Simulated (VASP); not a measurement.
# Na3TeH (Pm-3m) in VASP: further runs, part 3 of 3

VASP 6.6.1. Earlier steps stand in the parts before.

### Step 5. Relaxation of cell and atoms, AM05

This run uses another cell than the first one, of 21.39 Å³/atom, 0.987 times its volume.

INCAR

```
PREC = Accurate ; ENCUT = 600
EDIFF = 1E-7 ; ISMEAR = 0
SIGMA = 0.03 ; LREAL = F
LASPH = T ; NELM = 80
ALGO = Normal ; ISIF = 3
LWAVE = F ; LCHARG = F
GGA = AM ; IBRION = 2
NSW = 90 ; EDIFFG = -0.005
```

KPOINTS

```
Automatic mesh
0
Gamma
  6 6 6
```

POSCAR

```
Na3TeH                                  
1.0
    4.7465833407     -0.0000000000      0.0000000000
   -0.0000000000      4.7465833407      0.0000000000
   -0.0000000000      0.0000000000      4.7465833407
  Na              Te              H             
     3     1     1
Direct
     0.5000000000000000    0.0000000000000000    0.5000000000000000
     0.0000000000000000    0.5000000000000000    0.5000000000000000
     0.5000000000000000    0.5000000000000000    0.0000000000000000
     0.0000000000000000    0.0000000000000000    0.0000000000000000
     0.5000000000000000    0.5000000000000000    0.5000000000000000
```

Command:

```console
$ cat potpaw_PBE.64/Na_pv/POTCAR potpaw_PBE.64/Te/POTCAR potpaw_PBE.64/H/POTCAR > POTCAR
$ mpirun -np 1 vasp_std > vasp.out
```

Wall time 29 s (1 thread of Intel Xeon 6975P-C (Granite Rapids), shared host); peak memory 0.27 GiB.

Results (log left out):

- Free energy: -13.4543 eV
- Relaxed volume: 21.36 Å³/atom
- Relaxed cell: a = 4.744 Å, b = 4.744 Å, c = 4.744 Å, α = 90.00°, β = 90.00°, γ = 90.00°
- Space group after relaxing (to 0.05 Å): Pm-3m (No. 221)
- Energy gained by relaxing: 0.0 meV/atom
- Ionic steps: 2
- Pressure after relaxing: 0.0 GPa
- Band gap on the k mesh: 2.63 eV, indirect (least direct gap 2.82 eV)

Final structure:
```
Na Te H
1.0
     4.74438    0.00000    0.00000
     0.00000    4.74438    0.00000
     0.00000    0.00000    4.74438
Na Te H
3 1 1
Direct
  0.50000 0.00000 0.50000
  0.00000 0.50000 0.50000
  0.50000 0.50000 0.00000
  0.00000 0.00000 0.00000
  0.50000 0.50000 0.50000
```

Levels at points of the mesh, in eV from the valence-band top:
```
           k point  band 10  band 11  band 12  band 13  band 14  band 15  band 16  band 17  band 18
(0.00, 0.00, 0.00)    -9.45    -2.51    -0.42    -0.42    -0.42     4.13     4.13     4.28     6.75
(0.50, 0.00, 0.00)    -9.25    -3.26    -0.58    -0.19    -0.19     2.63     4.78     4.94     4.94
(0.50, 0.50, 0.00)    -9.09    -2.19    -1.86    -1.86     0.00     4.47     5.02     5.79     5.79
(0.50, 0.50, 0.50)    -8.98    -1.83    -1.41    -1.41    -1.41     2.81     2.81     2.81     9.08
```

Caveat: the PAW data sets were made with another functional, which shifts forces and pressure a little; spin-orbit coupling is left out, which moves the levels of the heavy elements.

### Step 6. Relaxation of cell and atoms, PBE+D3(BJ)

INCAR

```
PREC     = Accurate       # precision mode
ENCUT    = 600            # plane-wave cutoff, eV
EDIFF    = 1E-6           # SCF threshold, eV
ISMEAR   = 0              # smearing method
SIGMA    = 0.03           # smearing width, eV
LREAL    = F              # projectors in reciprocal space
LASPH    = T              # aspherical terms in the spheres
NELM     = 80             # most SCF steps
ALGO     = Normal         # electronic algorithm
ISIF     = 3              # what is computed and relaxed
LWAVE    = F              # write WAVECAR
LCHARG   = F              # write CHGCAR
GGA      = PE             # functional
IVDW     = 12             # dispersion correction
IBRION   = 2              # ionic algorithm
NSW      = 90             # ionic steps
EDIFFG   = -0.01          # ionic threshold
```

KPOINTS is that of step 5.

POSCAR

```
Na3TeH
1.0
    4.7671700000      0.0000000000      0.0000000000
    0.0000000000      4.7671700000      0.0000000000
    0.0000000000      0.0000000000      4.7671700000
Na Te H
3 1 1
Direct
    0.5000000000      0.0000000000      0.5000000000
    0.0000000000      0.5000000000      0.5000000000
    0.5000000000      0.5000000000      0.0000000000
    0.0000000000      0.0000000000      0.0000000000
    0.5000000000      0.5000000000      0.5000000000
```

Potentials or basis: VASP PAW PBE potentials, release 64 (Na_pv, Te, H).

Command:

```console
$ cat potpaw_PBE.64/Na_pv/POTCAR potpaw_PBE.64/Te/POTCAR potpaw_PBE.64/H/POTCAR > POTCAR
$ mpirun -np 1 vasp_std > vasp.out
```

Run time: 64 s. Hardware: 1 thread of Intel Xeon Platinum 8488C (Sapphire Rapids), shared host; peak memory 0.29 GiB.

It converged, with:

* Free energy: -14.8834 eV
* Relaxed volume: 20.03 Å³/atom
* Relaxed cell: a = 4.644 Å, b = 4.644 Å, c = 4.644 Å, α = 90.00°, β = 90.00°, γ = 90.00°
* Space group after relaxing (to 0.05 Å): Pm-3m (No. 221)
* Energy gained by relaxing: 10.2 meV/atom
* Ionic steps: 4
* Pressure after relaxing: 0.0 GPa
* Band gap on the k mesh: 2.86 eV, indirect (least direct gap 3.06 eV)
* Dispersion energy per atom: -0.253 eV

Step by step:
```
step  energy change (eV)  largest force (eV/Å)  pressure (GPa)  volume (Å³)
   1              0.0000                0.0000           -1.84       108.34
   2             -0.0356                0.0000           -1.06       104.49
   3             -0.0498                0.0000           -0.27       101.22
   4             -0.0508                0.0000            0.01       100.15
```

Final structure:
```
Na Te H
1.0
     4.64392    0.00000    0.00000
     0.00000    4.64392    0.00000
     0.00000    0.00000    4.64392
Na Te H
3 1 1
Direct
  0.50000 0.00000 0.50000
  0.00000 0.50000 0.50000
  0.50000 0.50000 0.00000
  0.00000 0.00000 0.00000
  0.50000 0.50000 0.50000
```

Levels at points of the mesh, in eV from the valence-band top:
| k point | band 10 | band 11 | band 12 | band 13 | band 14 | band 15 | band 16 | band 17 | band 18 |
| --- | --- | --- | --- | --- | --- | --- | --- | --- | --- |
| (0.00, 0.00, 0.00) | -9.56 | -2.60 | -0.44 | -0.44 | -0.44 | 4.16 | 4.16 | 4.60 | 7.11 |
| (0.50, 0.00, 0.00) | -9.31 | -3.44 | -0.64 | -0.20 | -0.20 | 2.86 | 4.83 | 5.09 | 5.09 |
| (0.50, 0.50, 0.00) | -9.13 | -2.30 | -2.00 | -2.00 | 0.00 | 4.68 | 5.15 | 6.12 | 6.12 |
| (0.50, 0.50, 0.50) | -8.99 | -1.92 | -1.52 | -1.52 | -1.52 | 2.87 | 2.87 | 2.87 | 9.65 |

Caveat: spin-orbit coupling is left out, which moves the levels of the heavy elements. PBE gaps usually lie below the measured ones, often by a third to a half.

### Step 7. Overview

```csv
level,gap on the mesh (eV),pressure (GPa),relaxed volume (Å³/atom)
RPBE,2.62,0.0,-
AM05,2.63,0.0,21.36
PBE+D3(BJ),2.86,0.0,20.03
```

Alike in all rows: task relaxation of cell and atoms; potentials or basis VASP PAW PBE potentials, release 64 (Na_pv, Te, H); no spin polarisation; cell relaxed; k mesh 6 × 6 × 6; cutoff (eV) 600; smearing gaussian 0.03 eV.

Caveats: spin-orbit coupling is left out, which moves the levels of the heavy elements; the PAW data sets were made with another functional, which shifts forces and pressure a little (some runs); the relaxation stopped at its first step, so nothing moved (some runs).

Total energies depend on the potentials used, so only differences within one code and one set of settings carry meaning.
